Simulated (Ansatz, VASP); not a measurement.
# Ge (amorphous Ge at 4.34 g/cm^3) in two plane-wave programs

One calculation is typed for both programs; each brings its own data sets. How far apart do they land? Of the first pair: The structure shown is the start of the Ansatz relaxation below; VASP solves that cell, so the two are compared at the walk's first step.

Calculated with Ansatz 0.2.0; plane waves, with VASP 6.6.1 beside it; single point at PBE.

**1. Set-up**

The cell holds 72 atoms: 72 Ge. Its edges and angles: a = 12.598 Å, b = 12.598 Å, c = 12.598 Å, α = 90.0°, β = 90.0°, γ = 90.0°. As first built, before any earlier steps moved the atoms (in the runner's words): 72 atoms (72 Ge) placed at random at 4.34 g/cm^3, melted at 3500 K for 10 ps at fixed volume with the Tersoff potential (Tersoff, Phys. Rev. B 39, 5566 (1989)). Quenched from 3500 K to 300 K at 20 K/ps and fixed volume, annealed at 800 K for 20 ps, held 5 ps, then minimised at fixed cell.

**2. Ansatz: relaxation, PBE**

Ansatz runs on its default PAW (the set named soft_2) files.

The two programs are compared at the cell with which this relaxation starts, whose forces are those of its first step.

input.yaml reads:

```yaml
crystal:
  lattice:
    - [12.598, 0.0, 0.0]
    - [0.0, 12.598, 0.0]
    - [0.0, 0.0, 12.598]
  atoms:
    - { symbol: Ge, position: [0.22114, 0.46727, 0.33535] }
    - { symbol: Ge, position: [0.63436, 0.61814, 0.07884] }
    - { symbol: Ge, position: [0.96544, 0.91283, 0.02579] }
    - { symbol: Ge, position: [0.06168, 0.19762, 0.03614] }
    - { symbol: Ge, position: [0.14068, 0.68114, 0.59076] }
    - { symbol: Ge, position: [0.1472, 0.87739, 0.61703] }
    - { symbol: Ge, position: [0.71082, 0.15326, 0.67925] }
    - { symbol: Ge, position: [0.64163, 0.56382, 0.39786] }
    - { symbol: Ge, position: [0.99715, 0.19288, 0.34097] }
    - { symbol: Ge, position: [0.91168, 0.83071, 0.85376] }
    - { symbol: Ge, position: [0.00386, 0.3559, 0.92221] }
    - { symbol: Ge, position: [0.69654, 0.75215, 0.45067] }
    - { symbol: Ge, position: [0.71576, 0.7229, 0.64313] }
    - { symbol: Ge, position: [0.92307, 0.3506, 0.43013] }
    - { symbol: Ge, position: [0.02312, 0.49648, 0.35448] }
    - { symbol: Ge, position: [0.92577, 0.52214, 0.1829] }
    - { symbol: Ge, position: [0.6549, 0.94342, 0.05788] }
    - { symbol: Ge, position: [0.56989, 0.45121, 0.99089] }
    - { symbol: Ge, position: [0.62496, 0.7722, 0.95666] }
    - { symbol: Ge, position: [0.96978, 0.62693, 0.49998] }
    - { symbol: Ge, position: [0.7264, 0.8378, 0.80092] }
    - { symbol: Ge, position: [0.83016, 0.99559, 0.14079] }
    - { symbol: Ge, position: [0.00568, 0.95499, 0.73152] }
    - { symbol: Ge, position: [0.52117, 0.74364, 0.65089] }
    - { symbol: Ge, position: [0.28313, 0.57296, 0.49813] }
    - { symbol: Ge, position: [0.73951, 0.20073, 0.87096] }
    - { symbol: Ge, position: [0.16532, 0.64971, 0.78343] }
    - { symbol: Ge, position: [0.98856, 0.65018, 0.87092] }
    - { symbol: Ge, position: [0.53787, 0.8984, 0.20142] }
    - { symbol: Ge, position: [0.28846, 0.01407, 0.3525] }
    - { symbol: Ge, position: [0.761, 0.61676, 0.23498] }
    - { symbol: Ge, position: [0.89924, 0.09436, 0.63321] }
    - { symbol: Ge, position: [0.87309, 0.74485, 0.35626] }
    - { symbol: Ge, position: [0.25812, 0.01686, 0.91626] }
    - { symbol: Ge, position: [0.04449, 0.61589, 0.05486] }
    - { symbol: Ge, position: [0.61613, 0.92295, 0.37674] }
    - { symbol: Ge, position: [0.16193, 0.46744, 0.98851] }
    - { symbol: Ge, position: [0.1233, 0.93422, 0.43101] }
    - { symbol: Ge, position: [0.95159, 0.03898, 0.4434] }
    - { symbol: Ge, position: [0.91324, 0.17953, 0.16462] }
    - { symbol: Ge, position: [0.26171, 0.85569, 0.04451] }
    - { symbol: Ge, position: [0.26488, 0.48376, 0.81705] }
    - { symbol: Ge, position: [0.29931, 0.3096, 0.44215] }
    - { symbol: Ge, position: [0.47735, 0.70497, 0.83668] }
    - { symbol: Ge, position: [0.74651, 0.42464, 0.50113] }
    - { symbol: Ge, position: [0.46222, 0.01964, 0.46521] }
    - { symbol: Ge, position: [0.61367, 0.00089, 0.76] }
    - { symbol: Ge, position: [0.479, 0.21674, 0.45849] }
    - { symbol: Ge, position: [0.29618, 0.9312, 0.73603] }
    - { symbol: Ge, position: [0.4629, 0.51236, 0.83846] }
    - { symbol: Ge, position: [0.49087, 0.43877, 0.65429] }
    - { symbol: Ge, position: [0.8177, 0.93924, 0.33262] }
    - { symbol: Ge, position: [0.87738, 0.49399, 0.81536] }
    - { symbol: Ge, position: [0.29842, 0.77768, 0.86045] }
    - { symbol: Ge, position: [0.94026, 0.18204, 0.82216] }
    - { symbol: Ge, position: [0.3928, 0.13034, 0.03533] }
    - { symbol: Ge, position: [0.27299, 0.41302, 0.14281] }
    - { symbol: Ge, position: [0.82759, 0.55725, 0.62841] }
    - { symbol: Ge, position: [0.19801, 0.18619, 0.32258] }
    - { symbol: Ge, position: [0.22964, 0.22259, 0.13186] }
    - { symbol: Ge, position: [0.0622, 0.04453, 0.91188] }
    - { symbol: Ge, position: [0.58221, 0.08335, 0.94406] }
    - { symbol: Ge, position: [0.46693, 0.93643, 0.64473] }
    - { symbol: Ge, position: [0.36428, 0.9736, 0.17046] }
    - { symbol: Ge, position: [0.61424, 0.29822, 0.5793] }
    - { symbol: Ge, position: [0.87496, 0.36061, 0.083] }
    - { symbol: Ge, position: [0.29331, 0.41016, 0.62214] }
    - { symbol: Ge, position: [0.74484, 0.38354, 0.93405] }
    - { symbol: Ge, position: [0.44791, 0.32914, 0.09226] }
    - { symbol: Ge, position: [0.48147, 0.59494, 0.52824] }
    - { symbol: Ge, position: [0.06136, 0.79238, 0.31106] }
    - { symbol: Ge, position: [0.09103, 0.79577, 0.11732] }
kpoints:
  mp_grid: { grid: [1, 1, 1] }
hamiltonian:
  xc: pbe
scf:
  occupations: { method: fermi_dirac, width: 0.025 }
output:
  forces: true
relax:
  f_tol: 0.05
  max_steps: 150
```

The run is started by

```sh
ansatz run input.yaml --threads 8 --pin off --max-ram 15872MiB --backend cpu --events-out ev --progress --plain --runs-dir out
```

Numbers of over 12 decimals in the logs are rounded to 6 here.

The program printed:

```text
Engine: ansatz 0.2.0, x86_64-unknown-linux-gnu
Pseudopotentials: kind: paw
Pseudopotential: Ge, paw, valence charge 14, recommended cutoff 420 eV (normal), Ge.paw.azcp
Functional definition: PBE
  parameter kappa = 0.804
  parameter beta = 0.066725
  exchange = pbe_x(kappa = kappa, mu = beta*pi^2/3)
  correlation = pbe_c(beta = beta)
Crystal: 72 atoms, lattice volume = 1999.424 Å³
Basis set: ecut = 420 eV, 39127 PW (Γ), exchange–correlation on 180×180×180 points (8 copies of the dense FFT grid, shifted against one another)
Bands: 605, of which v1, the nominal top of the filled ones, is band 504 counted from 1 (503 counted from 0)
Symmetry: 1 space group operations
Space group: P1 (ITA 1), of the structure as read, at distance tolerance 1.3e-4 Å
k-points: 1
Non-local potential: Ge, projectors of the file, l = 0: 2, l = 1: 2, l = 2: 3, l = 3: 1
PAW form: soft (Blöchl's): semilocal exchange-correlation on the pseudo side does not see the compensation charge
PAW one-centre angular grid: Ge, 590 points (default); XC on 64 Gauss nodes
Initial density: superposition of atomic densities (neutral atoms: chi_scale 0, normalization atom), corrected by the library's trained network
Initial wavefunctions: pseudopotential atomic-orbital guess
Functional: x = pbe(κ = 0.804, μ = 0.219515), c = pbe(β = 0.066725)
SCF iter   1: F=—  HF=-309218.033708 eV  |F-HF|=—  |Δ(HF+E_count)|=         —  Δρ=3.60e-3  dr2=1.02e0  ethr=1.77e-3  ⟨swp⟩=6.0  Hψ=1978  notcnv=0  defer=70
preconditioner: auto → LDOS  [insulator: Δε(μ)=0.083 eV  Ē_g=21.946 eV  σ=0.025 eV  W_gap=0.68  n_scr=460 (ndim 8)  ℏωp=26.4 eV  f_vac=0.192  D(μ)=21.65/eV (n_scr^D=80)  ε∞_Penn≈2.4  β→1.0]
SCF iter   2: F=—  HF=-309217.940370 eV  |F-HF|=—  |Δ(HF+E_count)|=   9.33e-2  Δρ=2.01e-3  dr2=2.43e-1  ethr=1.01e-4  ⟨swp⟩=4.0  Hψ=1217  notcnv=0  defer=86
SCF iter   3: F=—  HF=-309217.891632 eV  |F-HF|=—  |Δ(HF+E_count)|=   4.87e-2  Δρ=8.19e-4  dr2=5.77e-2  ethr=2.41e-5  ⟨swp⟩=2.0  Hψ=1029  notcnv=0  defer=86
SCF iter   4: F=—  HF=-309217.885326 eV  |F-HF|=—  |Δ(HF+E_count)|=   6.31e-3  Δρ=3.86e-4  dr2=1.35e-2  ethr=5.72e-6  ⟨swp⟩=2.0  Hψ=758  notcnv=0  defer=86
SCF iter   5: F=—  HF=-309217.884401 eV  |F-HF|=—  |Δ(HF+E_count)|=   9.25e-4  Δρ=2.05e-4  dr2=3.26e-3  ethr=1.33e-6  ⟨swp⟩=2.0  Hψ=601  notcnv=0  defer=86
SCF iter   6: F=—  HF=-309217.884056 eV  |F-HF|=—  |Δ(HF+E_count)|=   3.45e-4  Δρ=1.02e-4  dr2=7.94e-4  ethr=3.23e-7  ⟨swp⟩=2.0  Hψ=627  notcnv=0  defer=86
SCF iter   7: F=—  HF=-309217.884000 eV  |F-HF|=—  |Δ(HF+E_count)|=   5.59e-5  Δρ=5.56e-5  dr2=2.20e-4  ethr=7.88e-8  ⟨swp⟩=2.0  Hψ=622  notcnv=0  defer=86
SCF iter   8: F=—  HF=-309217.883983 eV  |F-HF|=—  |Δ(HF+E_count)|=   1.75e-5  Δρ=3.00e-5  dr2=6.94e-5  ethr=2.18e-8  ⟨swp⟩=2.0  Hψ=1013  notcnv=0  defer=86
SCF iter   9: F=-309217.883962 eV  HF=-309217.883978 eV  |F-HF|=1.60e-5  |Δ(HF+E_count)|=   4.39e-6  Δρ=1.69e-5  dr2=2.11e-5  ethr=6.20e-9  ⟨swp⟩=3.0  Hψ=1602  notcnv=0
SCF 1 converged in 9 iterations: F = -309217.883962 eV  dr2 = 2.11e-5
  greatest PAW one-centre occupation: 0.998 electrons in one spin orbital (limit 2), on the Ge atom at site 55 (counted from 0), in its partial waves of l = 2
relax step   1: F+E_penalty+E_count = -309217.88396231 eV  Δ(F+E_penalty+E_count) = +0.000e0 eV  max|allowed force component| = 7.968e-1 eV/Å  Δτ_max = 0.0000 Å  (9 SCF iters, dr2 threshold 6.25e-5 eV, accepted)
Initial density: handed on by an earlier stage of this run
Initial wavefunctions: those handed on with the density
iter 1 solved again at ethr=3.35e-5 eV; its pass at ethr=3.10e-3 eV (dr2=3.38e-1 eV) is discarded
SCF iter   1: F=—  HF=-309219.247796 eV  |F-HF|=—  |Δ(HF+E_count)|=         —  Δρ=4.01e-3  dr2=3.48e-1  ethr=3.35e-5  ⟨swp⟩=2.0  Hψ=1856  notcnv=0  defer=81
preconditioner: auto → LDOS  [insulator: Δε(μ)=0.065 eV  Ē_g=21.925 eV  σ=0.025 eV  W_gap=0.57  n_scr=460 (ndim 8)  ℏωp=26.4 eV  f_vac=0.189  D(μ)=27.57/eV (n_scr^D=146)  ε∞_Penn≈2.4  β→1.0]
SCF iter   2: F=—  HF=-309219.233565 eV  |F-HF|=—  |Δ(HF+E_count)|=   1.42e-2  Δρ=1.17e-3  dr2=7.15e-2  ethr=3.35e-5  ⟨swp⟩=3.0  Hψ=1039  notcnv=0  defer=81
SCF iter   3: F=—  HF=-309219.221086 eV  |F-HF|=—  |Δ(HF+E_count)|=   1.25e-2  Δρ=5.14e-4  dr2=2.05e-2  ethr=7.09e-6  ⟨swp⟩=2.0  Hψ=915  notcnv=0  defer=81
SCF iter   4: F=—  HF=-309219.218232 eV  |F-HF|=—  |Δ(HF+E_count)|=   2.85e-3  Δρ=2.18e-4  dr2=3.26e-3  ethr=2.03e-6  ⟨swp⟩=2.0  Hψ=763  notcnv=0  defer=86
SCF iter   5: F=—  HF=-309219.217830 eV  |F-HF|=—  |Δ(HF+E_count)|=   4.02e-4  Δρ=8.72e-5  dr2=5.68e-4  ethr=3.24e-7  ⟨swp⟩=2.0  Hψ=1015  notcnv=0  defer=86
SCF iter   6: F=—  HF=-309219.217761 eV  |F-HF|=—  |Δ(HF+E_count)|=   6.90e-5  Δρ=3.27e-5  dr2=7.55e-5  ethr=5.64e-8  ⟨swp⟩=2.0  Hψ=1024  notcnv=0  defer=86
SCF iter   7: F=-309219.217741 eV  HF=-309219.217755 eV  |F-HF|=1.42e-5  |Δ(HF+E_count)|=   5.91e-6  Δρ=1.63e-5  dr2=1.88e-5  ethr=3.94e-9  ⟨swp⟩=4.0  Hψ=1619  notcnv=0
[...]
atom  23  Ge     0.00353682     0.01763509    -0.00240775
  atom  24  Ge     0.00183109     0.00542826     0.00016627
  atom  25  Ge    -0.03132160    -0.01032751    -0.00768417
  atom  26  Ge    -0.01383986     0.00546961     0.00012942
  atom  27  Ge     0.00592556     0.02070060    -0.01655730
  atom  28  Ge    -0.00783444    -0.00322723     0.01594012
  atom  29  Ge    -0.00383252    -0.02342268    -0.00335255
  atom  30  Ge    -0.00774025     0.00605733     0.00579890
  atom  31  Ge     0.01683711     0.02543037    -0.00927446
  atom  32  Ge     0.00433213     0.02738011     0.00033365
  atom  33  Ge     0.01054219    -0.00735159     0.00266992
  atom  34  Ge    -0.00587270    -0.01358530     0.00635476
  atom  35  Ge    -0.00353633     0.00951597     0.01645373
  atom  36  Ge    -0.00000532     0.02510702     0.02539925
  atom  37  Ge     0.00322124     0.00393096     0.00649198
  atom  38  Ge    -0.02506963    -0.03404194     0.00558521
  atom  39  Ge     0.01909858     0.00525231     0.01911280
  atom  40  Ge    -0.00623998    -0.00734755    -0.00376549
  atom  41  Ge    -0.00295973    -0.00412344    -0.00004509
  atom  42  Ge    -0.00349616    -0.01401157    -0.01616523
  atom  43  Ge    -0.00529443     0.01142745    -0.00915398
  atom  44  Ge    -0.01886251     0.00465088     0.00088702
  atom  45  Ge     0.00520912    -0.00821863     0.00719671
  atom  46  Ge     0.00015985    -0.01482379    -0.02468734
[...]
atom  65  Ge     0.00781136     0.00716547     0.01494187
  atom  66  Ge     0.01134404     0.00670371     0.00246805
  atom  67  Ge     0.00969622     0.01097742    -0.01185213
  atom  68  Ge     0.01891116    -0.00140729    -0.01358814
  atom  69  Ge     0.00858675    -0.01337594    -0.01508124
  atom  70  Ge    -0.01508133    -0.01316818     0.00053089
  atom  71  Ge    -0.01009079    -0.04354260     0.00806313
  atom  72  Ge    -0.00155072     0.00653884     0.01522785
  max |Σ_I F_I| component: 1.18e-5 eV/Å
--- Relaxed structure (9 steps of the walk, 9 accepted, 0 SCFs on fresh bases) ---
  F+E_penalty+E_count = -309221.33698183 eV   max|allowed force component| = 4.631e-2 eV/Å
  atoms:
    - { symbol: Ge, position: [0.236005, 0.463240, 0.338747] }
    - { symbol: Ge, position: [0.612191, 0.666429, 0.112917] }
    - { symbol: Ge, position: [0.967739, 0.915812, 0.024843] }
    - { symbol: Ge, position: [0.067749, 0.192646, 0.026080] }
    - { symbol: Ge, position: [0.137197, 0.690822, 0.593473] }
    - { symbol: Ge, position: [0.153966, 0.889659, 0.614529] }
    - { symbol: Ge, position: [0.703492, 0.161697, 0.681687] }
    - { symbol: Ge, position: [0.639658, 0.571091, 0.384630] }
    - { symbol: Ge, position: [0.991798, 0.195957, 0.325528] }
    - { symbol: Ge, position: [0.911354, 0.822904, 0.859233] }
    - { symbol: Ge, position: [0.015891, 0.366898, 0.928721] }
    - { symbol: Ge, position: [0.694245, 0.749207, 0.462559] }
    - { symbol: Ge, position: [0.716886, 0.711276, 0.653816] }
    - { symbol: Ge, position: [0.914980, 0.368265, 0.389652] }
    - { symbol: Ge, position: [0.040449, 0.510958, 0.361738] }
    - { symbol: Ge, position: [0.922695, 0.513974, 0.190335] }
    - { symbol: Ge, position: [0.641066, 0.950436, 0.050398] }
    - { symbol: Ge, position: [0.552289, 0.466917, 1.041494] }
    - { symbol: Ge, position: [0.632492, 0.776255, 0.945046] }
    - { symbol: Ge, position: [0.965271, 0.636855, 0.503303] }
    - { symbol: Ge, position: [0.730401, 0.846474, 0.791570] }
    - { symbol: Ge, position: [0.820258, 0.993005, 0.131579] }
    - { symbol: Ge, position: [-0.00584366, 0.940604, 0.723369] }
    - { symbol: Ge, position: [0.516608, 0.727602, 0.646585] }
[...]
- { symbol: Ge, position: [0.609594, 0.291659, 0.555498] }
    - { symbol: Ge, position: [0.872160, 0.361350, 0.072922] }
    - { symbol: Ge, position: [0.301196, 0.422819, 0.621510] }
    - { symbol: Ge, position: [0.722767, 0.406400, 0.947461] }
    - { symbol: Ge, position: [0.476903, 0.307432, 0.162111] }
    - { symbol: Ge, position: [0.477932, 0.578325, 0.520679] }
    - { symbol: Ge, position: [0.091481, 0.758959, 0.329040] }
    - { symbol: Ge, position: [0.088476, 0.801668, 0.128876] }
```

In the SCF lines HF is the Harris–Foulkes energy and dr2 the Hartree energy of the density residual, in eV; the loop may stop once dr2 is under the threshold and the program's other checks hold. Hψ counts applications of the Hamiltonian.

(Part 1 of 3 ends here.)

[Lines on the potential files, build, host, timing and source positions are cut from VASP's logs without a mark.]

[Logs are printed without paths, hosts, clocks, repeated set-up lines and the standing remarks that a program may print on its own settings, such as how far it seeks lower states.]

[Hosts, paths, dates, database ids (printed as entryN), source tags and the programs' standing remarks are cut or masked in the printed files.]
